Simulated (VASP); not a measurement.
Energy against volume of HfC (rock salt). Level of theory: r2SCAN meta-GGA, VASP's PBE PAW potentials (set 64) (plane waves; VASP). Numerical set-up: 520 eV cut-off, 14×14×14 Γ-centred mesh, first-order Methfessel-Paxton smearing of 0.10 eV, potentials Hf_pv C.

| V (Å³/atom) | E (eV/atom) |
|---|---|
| 11.696 | -28.63177 |
| 12.070 | -28.66140 |
| 12.443 | -28.67064 |
| 12.816 | -28.66234 |

Question: Fit these four points and predict the energy of the run at 13.190 Å³/atom.

Answer: A cubic in V^(−2/3), the third-order Birch-Murnaghan form, passes through the four points with V0 = 12.44 Å³/atom and B0 = 251 GPa, and gives -28.6388 eV/atom there. The run gave -28.6389 eV/atom, -0.1 meV/atom from the fit; all five points give B0 = 251 GPa.

The compound is HfC in the rock salt structure. It was relaxed first.
